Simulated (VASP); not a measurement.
Computed with PBE GGA, VASP's PBE PAW potentials (set 64) (plane waves; VASP).

VASP input:

### KPOINTS
```
kpoints
0
G
  7 7 1
```

### POSCAR
```
PtSe2
1
    3.6078860000     0.0000000000     0.0000000000
   -1.8039430000     3.1245210000     0.0000000000
    0.0000000000     0.0000000000    16.9820380000
Pt Se
1 2
Direct
  0.0000000000   0.0000000000   0.5000000000
  0.3333330000   0.6666670000   0.5878000000
  0.6666670000   0.3333330000   0.4122000000
```

**INCAR**
```
ALGO=Normal
EDIFF=1E-6
ENCUT=300
GGA=PE
ISIF=2
ISMEAR=0
LASPH=.True.
LCHARG=.False.
LMAXMIX=6
LREAL=.False.
LWAVE=.False.
NELM=100
PREC=Accurate
SIGMA=0.1
SYSTEM=PtSe2
```

POTCAR, in this order: Pt Se (PBE.64 set). Program: vasp_std.

The cell holds a wide vacuum, so values per volume refer to the whole cell.

Question: What does the run give for the energy per atom (σ→0), largest force?

Answer: 
- energy per atom (σ→0): -4.696 eV/atom
- largest force: 0.04298 Ry/bohr

File OSZICAR:
```
...
DAV:  14    -0.140878098063E+02   -0.28622E-04   -0.10716E-05   261   0.148E-02    0.720E-03
DAV:  15    -0.140878265545E+02   -0.16748E-04   -0.53693E-06   282   0.938E-03    0.269E-03
DAV:  16    -0.140878477439E+02   -0.21189E-04   -0.18375E-06   247   0.785E-03    0.138E-03
DAV:  17    -0.140878658411E+02   -0.18097E-04   -0.49770E-07   232   0.335E-03    0.107E-03
DAV:  18    -0.140878760712E+02   -0.10230E-04   -0.26023E-07   225   0.251E-03    0.442E-04
DAV:  19    -0.140878789547E+02   -0.28835E-05   -0.69048E-08   225   0.110E-03    0.175E-04
DAV:  20    -0.140878797763E+02   -0.82160E-06   -0.25389E-08   246   0.512E-04
   1 F= -.14087880E+02 E0= -.14087880E+02  d E =-.394308E-10
```

The cell is a sheet with vacuum, built from a generated structure.
